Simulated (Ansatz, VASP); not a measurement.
**Ba6TiSi19O46 in two plane-wave programs**

One calculation is typed for both programs; each brings its own data sets. How far apart do they land? Of the first pair: The structure shown is frame 107 of Ansatz's trajectory.

Calculated with Ansatz 0.2.0; plane waves, with VASP 6.6.1 beside it; single point at revPBE.

## 1. Set-up

The cell holds 72 atoms: 19 Si, 6 Ba, 1 Ti and 46 O. Its edges and angles: a = 10.303 Å, b = 10.303 Å, c = 10.303 Å, α = 90.0°, β = 90.0°, γ = 90.0°. As first built, before any earlier steps moved the atoms (in the runner's words): 72 atoms (19 Si, 6 Ba, 1 Ti, 46 O) placed at random at 3.15 g/cm^3, melted at 4000 K for 10 ps at fixed volume with the Morse and Coulomb pair potential with partial charges (Pedone, Malavasi, Menziani, Cormack and Segre, J. Phys. Chem. B 110, 11780 (2006)). Quenched from 4000 K to 300 K at 8 K/ps and fixed volume, held 10 ps at zero pressure.

## 2. Ansatz: dynamics, revPBE

Ansatz runs on its default PAW (the set named soft_2) files.

One frame of this run of dynamics is then solved in both programs, so the motion causes no difference.

Input file input.yaml:

```yaml
crystal:
  lattice:
    - [10.30279, 0.0, 0.0]
    - [0.0, 10.30279, 0.0]
    - [0.0, 0.0, 10.30279]
  atoms:
    - { symbol: Si, position: [0.41232, 0.99671, 0.83515] }
    - { symbol: Si, position: [0.32641, 0.62654, 0.59352] }
    - { symbol: Si, position: [0.53274, 0.61773, 0.09595] }
    - { symbol: Si, position: [0.99218, 0.39271, 0.75058] }
    - { symbol: Si, position: [0.13682, 0.35139, 0.00817] }
    - { symbol: Si, position: [0.02675, 0.67237, 0.67581] }
    - { symbol: Si, position: [0.03987, 0.08436, 0.10382] }
    - { symbol: Si, position: [0.4688, 0.05716, 0.13325] }
    - { symbol: Si, position: [0.40095, 0.36291, 0.14688] }
    - { symbol: Si, position: [0.0066, 0.53466, 0.2236] }
    - { symbol: Si, position: [0.71296, 0.5819, 0.31622] }
    - { symbol: Si, position: [0.70805, 0.9929, 0.72903] }
    - { symbol: Si, position: [0.74839, 0.74194, 0.58182] }
    - { symbol: Si, position: [0.6684, 0.2917, 0.4021] }
    - { symbol: Si, position: [0.73465, 0.15312, 0.13427] }
    - { symbol: Si, position: [0.87846, 0.19738, 0.57613] }
    - { symbol: Si, position: [0.10544, 0.12223, 0.40414] }
    - { symbol: Si, position: [0.2188, 0.40862, 0.39374] }
    - { symbol: Si, position: [0.54909, 0.61249, 0.79415] }
    - { symbol: Ba, position: [0.23311, 0.80251, 0.30208] }
    - { symbol: Ba, position: [0.07674, 0.98973, 0.75242] }
    - { symbol: Ba, position: [0.45016, 0.97885, 0.4892] }
    - { symbol: Ba, position: [0.20725, 0.70985, 0.96557] }
    - { symbol: Ba, position: [0.8477, 0.77771, 0.01769] }
    - { symbol: Ba, position: [0.41341, 0.3094, 0.69582] }
    - { symbol: Ti, position: [0.72675, 0.40158, 0.93049] }
    - { symbol: O, position: [0.55081, 0.67021, 0.9442] }
    - { symbol: O, position: [0.96294, 0.12634, 0.47009] }
    - { symbol: O, position: [0.04284, 0.43291, 0.10266] }
    - { symbol: O, position: [0.55646, 0.03112, 0.76334] }
    - { symbol: O, position: [0.79068, 0.30388, 0.50932] }
    - { symbol: O, position: [0.09888, 0.20154, 0.01588] }
    - { symbol: O, position: [0.38612, 0.71894, 0.5001] }
    - { symbol: O, position: [0.7852, 0.10659, 0.64846] }
    - { symbol: O, position: [0.31417, 0.09844, 0.7817] }
    - { symbol: O, position: [0.18578, 0.01127, 0.46956] }
    - { symbol: O, position: [0.85597, 0.3806, 0.82255] }
    - { symbol: O, position: [0.72411, 0.22297, 0.27522] }
    - { symbol: O, position: [0.64295, 0.44232, 0.36022] }
    - { symbol: O, position: [0.00137, 0.50853, 0.65282] }
    - { symbol: O, position: [0.10859, 0.39534, 0.86037] }
    - { symbol: O, position: [0.72511, 0.67228, 0.44585] }
    - { symbol: O, position: [0.88012, 0.09506, 0.11079] }
    - { symbol: O, position: [0.16743, 0.26646, 0.42188] }
    - { symbol: O, position: [0.70983, 0.25815, 0.02037] }
    - { symbol: O, position: [0.36851, 0.8587, 0.79088] }
    - { symbol: O, position: [0.63345, 0.65069, 0.20656] }
    - { symbol: O, position: [0.08965, 0.10235, 0.25084] }
    - { symbol: O, position: [0.45209, 0.21505, 0.15048] }
    - { symbol: O, position: [0.38484, 0.66081, 0.12987] }
    - { symbol: O, position: [0.90204, 0.74204, 0.61142] }
    - { symbol: O, position: [0.4115, 0.58857, 0.72294] }
    - { symbol: O, position: [0.27346, 0.48714, 0.52185] }
    - { symbol: O, position: [0.28682, 0.36856, 0.03864] }
    - { symbol: O, position: [0.80543, 0.94876, 0.83286] }
    - { symbol: O, position: [0.01426, 0.69515, 0.82564] }
    - { symbol: O, position: [0.33458, 0.39414, 0.28625] }
    - { symbol: O, position: [0.85833, 0.54276, 0.2766] }
    - { symbol: O, position: [0.39223, 0.98603, 0.23742] }
    - { symbol: O, position: [0.11229, 0.49652, 0.3256] }
    - { symbol: O, position: [0.07947, 0.95303, 0.03432] }
    - { symbol: O, position: [0.50761, 0.45729, 0.09194] }
    - { symbol: O, position: [0.7659, 0.52883, 0.02323] }
    - { symbol: O, position: [0.42081, 0.01756, 0.99112] }
    - { symbol: O, position: [0.16951, 0.68618, 0.63144] }
    - { symbol: O, position: [0.70034, 0.88535, 0.61008] }
    - { symbol: O, position: [0.99182, 0.25583, 0.66786] }
    - { symbol: O, position: [0.042, 0.67681, 0.18034] }
    - { symbol: O, position: [0.59405, 0.45857, 0.82226] }
    - { symbol: O, position: [0.6539, 0.66654, 0.69432] }
    - { symbol: O, position: [0.55782, 0.21966, 0.47812] }
    - { symbol: O, position: [0.62489, 0.03686, 0.14015] }
kpoints:
  mp_grid: { grid: [1, 1, 1] }
hamiltonian:
  xc: revpbe
scf:
  occupations: { method: fixed }
output:
  forces: true
md:
  timestep: 1.0
  n_steps: 322
  ensemble: nvt_nose_hoover
  temperature: 300
  initial_velocities: maxwell_boltzmann
  seed: 9643
```

On the command line:

```bash
$ ansatz run input.yaml --threads 4 --pin off --max-ram 8192MiB --backend cpu --events-out ev --progress --plain --runs-dir out
```

Numbers of over 12 decimals in the logs are rounded to 6 here.

What it wrote:

```text
Warning: md: disabling space-group detection — thermal motion breaks the input geometry's symmetry, so no spatial operation reduces the k-mesh or symmetrises the density; time reversal is kept, so that k and −k are solved as one point where they differ and the mesh holds both, and exact exchange and, on two spinor components, a DFT+U term hold to it where the run has them: on two components no moment then forms, and  [...]
Engine: ansatz 0.2.0, aarch64-unknown-linux-gnu
Pseudopotentials: kind: paw
Pseudopotential: Si, paw, valence charge 4, recommended cutoff 420 eV (normal), Si.paw.azcp
Pseudopotential: Ba, paw, valence charge 10, recommended cutoff 420 eV (normal), Ba.paw.azcp
Pseudopotential: Ti, paw, valence charge 12, recommended cutoff 420 eV (normal), Ti.paw.azcp
Pseudopotential: O, paw, valence charge 6, recommended cutoff 420 eV (normal), O.paw.azcp
Functional definition: revPBE
  parameter kappa = 1.245
  parameter beta = 0.066725
  exchange = pbe_x(kappa = kappa, mu = beta*pi^2/3)
  correlation = pbe_c(beta = beta)
Crystal: 72 atoms, lattice volume = 1093.615 Å³
Basis set: ecut = 420 eV, 21367 PW (Γ), exchange–correlation on 144×144×144 points (8 copies of the dense FFT grid, shifted against one another)
Bands: 284, of which v1, the nominal top of the filled ones, is band 212 counted from 1 (211 counted from 0)
Symmetry: 1 space group operations
k-points: 1
Non-local potential: Si, projectors of the file, l = 0: 2, l = 1: 2, l = 2: 2
Non-local potential: Ba, projectors of the file, l = 0: 3, l = 1: 2, l = 2: 2, l = 3: 2
Non-local potential: Ti, projectors of the file, l = 0: 3, l = 1: 2, l = 2: 3, l = 3: 1
Non-local potential: O, projectors of the file, l = 0: 2, l = 1: 2, l = 2: 1
PAW form: soft (Blöchl's): semilocal exchange-correlation on the pseudo side does not see the compensation charge
PAW frozen core: Si, regenerated for the run's functional, and the local potential with it (the file was generated under x = pbe(κ = 0.804, μ = 0.219515), c = pbe(β = 0.066725))
PAW frozen core: Ba, regenerated for the run's functional, and the local potential with it (the file was generated under x = pbe(κ = 0.804, μ = 0.219515), c = pbe(β = 0.066725))
PAW frozen core: Ti, regenerated for the run's functional, and the local potential with it (the file was generated under x = pbe(κ = 0.804, μ = 0.219515), c = pbe(β = 0.066725))
PAW frozen core: O, regenerated for the run's functional, and the local potential with it (the file was generated under x = pbe(κ = 0.804, μ = 0.219515), c = pbe(β = 0.066725))
PAW one-centre angular grid: Si, 110 points (default); XC on 64 Gauss nodes
PAW one-centre angular grid: Ba, 194 points (default); XC on 64 Gauss nodes
PAW one-centre angular grid: Ti, 590 points (default); XC on 64 Gauss nodes
PAW one-centre angular grid: O, 110 points (default); XC on 64 Gauss nodes
Initial density: superposition of atomic densities (neutral atoms: chi_scale 0, normalization atom), corrected by the library's trained network
Initial wavefunctions: pseudopotential atomic-orbital guess
Functional: x = revpbe(κ = 1.245, μ = 0.219515), c = pbe(β = 0.066725)
SCF iter   1: F=—  HF=-76606.768129 eV  |F-HF|=—  |Δ(HF+E_count)|=         —  Δρ=3.62e-3  dr2=1.79e-1  ethr=1.77e-3  ⟨swp⟩=5.0  Hψ=1020  notcnv=0  defer=70
preconditioner: auto → Resta (q_TF=auto, 2.330 Å⁻¹)  ε∞=3.2  [insulator: Δε(μ)=4.002 eV  Ē_g=15.236 eV  n_scr=250 (ndim 8)  ℏωp=22.6 eV  f_vac=0.141  ε∞_Penn≈3.2]
SCF iter   2: F=—  HF=-76606.753803 eV  |F-HF|=—  |Δ(HF+E_count)|=   1.43e-2  Δρ=1.98e-3  dr2=3.06e-2  ethr=4.23e-5  ⟨swp⟩=5.0  Hψ=469  notcnv=0  defer=70
SCF iter   3: F=—  HF=-76606.757779 eV  |F-HF|=—  |Δ(HF+E_count)|=   3.98e-3  Δρ=9.90e-4  dr2=1.23e-2  ethr=7.22e-6  ⟨swp⟩=3.0  Hψ=381  notcnv=0  defer=61
automatic band count: iteration 3 solves 275 bands in place of 284: the levels show a gap, and the empty bands left out lie too high to hold charge; the band table lists the bands solved (type scf.n_extra_bands for more)
SCF iter   4: F=—  HF=-76606.760446 eV  |F-HF|=—  |Δ(HF+E_count)|=   2.67e-3  Δρ=7.64e-4  dr2=7.48e-3  ethr=2.89e-6  ⟨swp⟩=4.0  Hψ=432  notcnv=0  defer=61
SCF iter   5: F=—  HF=-76606.759554 eV  |F-HF|=—  |Δ(HF+E_count)|=   8.93e-4  Δρ=1.78e-4  dr2=3.96e-4  ethr=1.76e-6  ⟨swp⟩=3.0  Hψ=431  notcnv=0  defer=61
SCF iter   6: F=—  HF=-76606.759759 eV  |F-HF|=—  |Δ(HF+E_count)|=   2.05e-4  Δρ=8.08e-5  dr2=7.82e-5  ethr=9.35e-8  ⟨swp⟩=2.0  Hψ=430  notcnv=0  defer=61
[...]
automatic band count: iteration 1 solves 275 bands in place of 284: the levels show a gap, and the empty bands left out lie too high to hold charge; the band table lists the bands solved (type scf.n_extra_bands for more)
md step   316: t =   316.00 fs  T =   312.6 K  F+E_penalty+E_count = -76610.82320875 eV  E_kin = 2.868608 eV  conserved = -76604.02165441 eV  (4 SCF iters)
[...]
md step   317: t =   317.00 fs  T =   313.6 K  F+E_penalty+E_count = -76610.83974006 eV  E_kin = 2.877612 eV  conserved = -76604.02167058 eV  (4 SCF iters)
[...]
md step   318: t =   318.00 fs  T =   313.0 K  F+E_penalty+E_count = -76610.84203357 eV  E_kin = 2.872533 eV  conserved = -76604.02154326 eV  (4 SCF iters)
[...]
md step   319: t =   319.00 fs  T =   311.2 K  F+E_penalty+E_count = -76610.83258549 eV  E_kin = 2.855874 eV  conserved = -76604.02130036 eV  (4 SCF iters)
[...]
md step   320: t =   320.00 fs  T =   308.6 K  F+E_penalty+E_count = -76610.81566348 eV  E_kin = 2.831876 eV  conserved = -76604.02099625 eV  (9 SCF iters)
[...]
md step   321: t =   321.00 fs  T =   305.7 K  F+E_penalty+E_count = -76610.79645413 eV  E_kin = 2.805674 eV  conserved = -76604.02069812 eV  (4 SCF iters)
[...]
md step   322: t =   322.00 fs  T =   303.2 K  F+E_penalty+E_count = -76610.78000976 eV  E_kin = 2.782257 eV  conserved = -76604.02047190 eV  (9 SCF iters)
SCF converged after 9 iterations
Free energy (F): -76610.780010 eV
Harris-Foulkes:  -76610.780010 eV  (|F-HF|=8.35e-9)
Internal energy: -76610.780010 eV  (E = F + TS)
E sigma→0 (E₀):  -76610.780010 eV
Fermi energy:    4.031283 eV
--- Per-component energies (eV) ---
  E_band       = -1823.102047
  E_kinetic    = 10328.097515
  E_local      = -27219.676753  (includes V_loc(G=0)·N_el)
  E_nonlocal   = 2962.040589
  E_hartree    = 10202.663928
  E_xc         = -5608.873317
  E_vxc        = -6216.333263  (∫ρ·V_xc dr)
  E_paw        = -49572.898798  (= ΣΔE_a)
  E_vpaw       = -2082.674572  (= ΣTr[D̂ρ^β])
  E_aug_tail   = 0.115516  (compensation charges beyond the density's cutoff)
  E_ewald      = -17700.927862
  E_core_change = -1.320828  (= ΣΔE_core)
  E_smearing   = -0.000000  (= −TS)
  E_closure    = -0.000000  (closes the sum)
  Σ components = -76610.780010   (vs F -76610.780010, Δ=0.00e0)
--- Forces (eV/Å), atoms counted from 1 ---
  atom   1  Si    -0.75959884     0.57220564     1.00523671
  atom   2  Si     1.12847580    -1.78708181     1.68140818
  atom   3  Si     3.37060327    -0.46528831    -0.71446503
  atom   4  Si     0.07466953     0.84590960    -1.56347263
  atom   5  Si    -0.76942431    -0.99836783    -0.27195194
  atom   6  Si     0.18770547     0.66860770    -2.47239016
  atom   7  Si    -0.74376072     1.19018375     0.79838145
  atom   8  Si    -1.17923689     0.03998538     0.68103301
  atom   9  Si     0.47990333    -0.17487693    -0.56934717
  atom  10  Si     0.20277715    -0.69078334    -0.15575076
  atom  11  Si    -0.37703856     0.21619634    -2.44981261
  atom  12  Si     2.45925286    -1.14868189    -1.19137579
  atom  13  Si     0.35628581     1.14916392     0.26372700
  atom  14  Si     0.61884915     0.54874992    -0.58622244
  atom  15  Si    -2.01570836     0.99220630     0.76494555
  atom  16  Si     0.11738781    -1.09073231     1.12641330
  atom  17  Si    -0.32072533     1.55710517    -0.07876355
  atom  18  Si    -0.41302429    -0.68257251     0.19625845
  atom  19  Si     0.44044993     0.82129915    -0.45854587
  atom  20  Ba    -0.37268701     0.33558100     0.50443416
  atom  21  Ba    -0.76825668    -0.11978475     0.03639433
  atom  22  Ba     0.56386444     0.35601220     0.04253627
  atom  23  Ba     0.17404187    -0.18308539    -0.03750022
  atom  24  Ba    -0.50044014     0.04352196     0.19072385
[...]
atom  65  O     -1.65000708     0.03007721     0.79820933
  atom  66  O     -0.19532094    -0.04697549     1.01852874
  atom  67  O      0.15267394     0.37447183    -0.36655578
  atom  68  O     -0.10475920     0.25860566    -0.57960738
  atom  69  O      0.40220367    -0.37984354    -0.73872185
  atom  70  O     -1.52032781    -0.69587148     0.79096455
  atom  71  O     -0.49199442    -0.20828327    -0.16824077
  atom  72  O      0.38068080    -0.48736658     0.42798417
  max |Σ_I F_I| component: 5.17e-6 eV/Å
--- MD trajectory: 322 steps, t = 0.0 → 322.0 fs ---
  final state: T = 303.2 K   F+E_penalty+E_count = -76610.78000976 eV   E_kin = 2.782257 eV
  conserved energy: peak-to-peak 1.408e-2 eV (1.956e-4 eV/atom) over 322.0 fs
```

(Continued in part 2 of 3.)

[Lines on the potential files, build, host, timing and source positions are cut from VASP's logs without a mark.]

[Logs are printed without paths, hosts, clocks, repeated set-up lines and the standing remarks that a program may print on its own settings, such as how far it seeks lower states.]

[Hosts, paths, dates, database ids (printed as entryN), source tags and the programs' standing remarks are cut or masked in the printed files.]
